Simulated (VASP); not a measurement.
**YBTe: single point with r2SCAN**

Crystal: YBTe.

```xyz
6
Lattice="3.6928 0.0000 0.0000 0.0000 3.6928 0.0000 0.0000 0.0000 9.7903" Properties=species:S:1:pos:R:3 pbc="T T T"
Y     0.0000    1.8464    2.1245
Y     1.8464    0.0000    7.6658
B     0.0000    0.0000    0.0000
B     1.8464    1.8464    0.0000
Te    0.0000    1.8464    6.3148
Te    1.8464    0.0000    3.4756
```

The cell was built by a generator and needn't be a form met in nature.

```json
{
 "Program": "VASP 6.6.1",
 "Task": "single point",
 "Functional": "r2SCAN",
 "Potentials or basis": "VASP PAW PBE potentials, release 64 (Y_sv, B, Te)",
 "Cutoff": "520 eV",
 "k mesh": "9 × 9 × 4",
 "Occupations": "fermi-dirac, width 0.1 eV",
 "Spin": "no spin polarisation",
 "Dipole correction": "no",
 "Further INCAR settings": "ALGO = Normal; EDIFF = 1e-06; NBANDS = 29"
}
```

```yaml
Pressure: 4.7 GPa
Largest_force: 1.047 eV/Å
Band_gap_on_the_k_mesh: none (metal or under the smearing width)
```

Forces on the atoms (eV/Å):
```
Y    0.000  0.000 -1.047
Y    0.000  0.000  1.047
B    0.000  0.000  0.000
B    0.000  0.000  0.000
Te   0.000  0.000 -0.785
Te   0.000  0.000  0.785
```

Stress tensor (GPa, compression positive):
```
6.39 0.00 0.00
0.00 6.39 0.00
0.00 0.00 1.19
```

Levels at points of the mesh, in eV from the Fermi level:
| k point | band 16 | band 17 | band 18 | band 19 | band 20 | band 21 | band 22 | band 23 | band 24 | band 25 |
| --- | --- | --- | --- | --- | --- | --- | --- | --- | --- | --- |
| (0.00, 0.00, 0.00) | -0.98 | -0.27 | -0.19 | -0.19 | -0.05 | -0.05 | 0.32 | 1.95 | 3.24 | 4.32 |
| (0.00, 0.00, 0.50) | -0.74 | -0.74 | -0.71 | -0.71 | -0.30 | 0.27 | 0.27 | 2.05 | 3.47 | 3.96 |

It took 6.5 min on 1 thread of AMD EPYC 9R45 (Zen 5), on a shared host, peak memory 0.35 GiB.

Caveat: the PAW data sets were made with another functional, which shifts forces and pressure a little. Spin-orbit coupling is left out, which matters for the levels of Te.
